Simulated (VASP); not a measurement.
Method: vdW-DF-cx, VASP's PBE PAW potentials (set 64) (plane waves; VASP 6.6.1).

VASP input:

### INCAR
```
! general
SYSTEM   = Ir
PREC     = Accurate
ENCUT    = 520
LREAL    = .FALSE.
LASPH    = .TRUE.

! electronic loop
EDIFF    = 1E-7
NELM     = 100
ALGO     = Normal
LMAXMIX  = 6

! smearing
ISMEAR   = -5

! functional
GGA      = CX
LUSE_VDW = .TRUE.
AGGAC    = 0.0

! ions
ISIF     = 2

! output
LWAVE    = .FALSE.
LCHARG   = .TRUE.
LORBIT   = 11
NEDOS    = 601
```

File POSCAR:
```
Ir
1
    0.0000000000     1.9224886882     1.9224886882
    1.9224886882    -0.0000000000     1.9224886882
    1.9224886882     1.9224886882     0.0000000000
Ir
1
Direct
  0.0000000000   0.0000000000   0.0000000000
```

File KPOINTS:
```
kpoints
0
G
18 18 18
```

POTCAR, in this order: Ir (PBE.64 set). Program: vasp_std.

The resulting files:

File OSZICAR:
```
       N       E                     dE             d eps       ncg     rms          rms(c)
DAV:   1     0.468096346543E+02    0.46810E+02   -0.45162E+03  3160   0.102E+03
DAV:   2    -0.679457376957E+01   -0.53604E+02   -0.52444E+02  3136   0.210E+02
DAV:   3    -0.744368028216E+01   -0.64911E+00   -0.64856E+00  4448   0.313E+01
DAV:   4    -0.744786255444E+01   -0.41823E-02   -0.41797E-02  4056   0.185E+00
DAV:   5    -0.744788314189E+01   -0.20587E-04   -0.20392E-04  4600   0.828E-02    0.153E+01
DAV:   6    -0.695351009166E+01    0.49437E+00   -0.10627E+00  3640   0.144E+01    0.613E+00
DAV:   7    -0.686518790708E+01    0.88322E-01   -0.31175E-01  4120   0.719E+00    0.153E+00
DAV:   8    -0.685973053381E+01    0.54574E-02   -0.17525E-03  3384   0.641E-01    0.632E-01
DAV:   9    -0.685837163211E+01    0.13589E-02   -0.10623E-03  4112   0.553E-01    0.140E-02
DAV:  10    -0.685837832080E+01   -0.66887E-05   -0.49147E-06  4304   0.236E-02    0.463E-03
DAV:  11    -0.685837934723E+01   -0.10264E-05   -0.20759E-07  4224   0.444E-03    0.697E-04
DAV:  12    -0.685837922176E+01    0.12547E-06   -0.62184E-09  2120   0.103E-03    0.729E-05
DAV:  13    -0.685837920615E+01    0.15610E-07   -0.24300E-10  1776   0.174E-04
   1 F= -.68583792E+01 E0= -.68583792E+01  d E =0.000000E+00
```

**OUTCAR**
```
------------------------ aborting loop because EDIFF is reached ----------------------------------------
  FORCE on cell =-STRESS in cart. coord.  units (eV):
  Direction    XX          YY          ZZ          XY          YZ          ZX
  --------------------------------------------------------------------------------------
  Total        0.0085159      0.0085159      0.0085159      0.0000000     -0.0000000      0.0000000
  in kB        0.9601019      0.9601019      0.9601019      0.0000000     -0.0000000      0.0000000
  external PRESSURE =       0.9601019 kB  Pullay stress =       0.0000000 kB
  volume of cell :       14.21
      direct lattice vectors                 reciprocal lattice vectors
     0.000000000  1.922488688  1.922488688    -0.260079554  0.260079554  0.260079554
     1.922488688  0.000000000  1.922488688     0.260079554 -0.260079554  0.260079554
     1.922488688  1.922488688  0.000000000     0.260079554  0.260079554 -0.260079554
 POSITION                                       TOTAL-FORCE (eV/Angst)
 -----------------------------------------------------------------------------------
      0.00000      0.00000      0.00000         0.000000     -0.000000     -0.000000
 -----------------------------------------------------------------------------------
    total drift:                                0.000000      0.000000      0.000000
  FREE ENERGIE OF THE ION-ELECTRON SYSTEM (eV)
  ---------------------------------------------------
  free  energy   TOTEN  =        -6.8583792062 eV

  energy  without entropy=       -6.8583792062  energy(sigma->0) =       -6.85837921

 total charge

# of ion       s       p       d       tot
------------------------------------------
    1        0.670   0.732   6.981   8.383
```
(Selected blocks of OUTCAR.)

For a metal the tetrahedron method with Blöchl corrections gives inexact stress and forces.

The compound is Ir in the fcc structure. It was relaxed first.
